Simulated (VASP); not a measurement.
Input:

```yaml
crystal:
  lattice:
    - [0.00000, 2.03795, 2.03795]
    - [2.03795, 0.00000, 2.03795]
    - [2.03795, 2.03795, 0.00000]
  atoms:
    - { symbol: V, position: [0.00000, 0.00000, 0.00000] }
    - { symbol: N, position: [0.50000, 0.50000, 0.50000] }
```

All values below come from PBEsol GGA, VASP's PBE PAW potentials (set 64) (plane waves; VASP). Settings: 600 eV cut-off, 14×14×14 Γ-centred mesh, first-order Methfessel-Paxton smearing of 0.10 eV, potentials V_sv N.

**Question.** Predict the energy per atom (σ→0), band gap (on the k-mesh) with the smallest direct gap where there is one.

**Answer.** 
band gap (on the k-mesh): none (metal, semimetal or under 0.01 eV)
energy per atom (σ→0): -10.280 eV/atom

Total energies compare only between runs with the same potentials, cut-off and functional.

The compound is VN in the rock salt structure, which distorts at low temperature. It was relaxed first. The run is not spin-polarised, so no magnetic state was tried. VASP warned that the highest band is occupied, so more bands are needed.
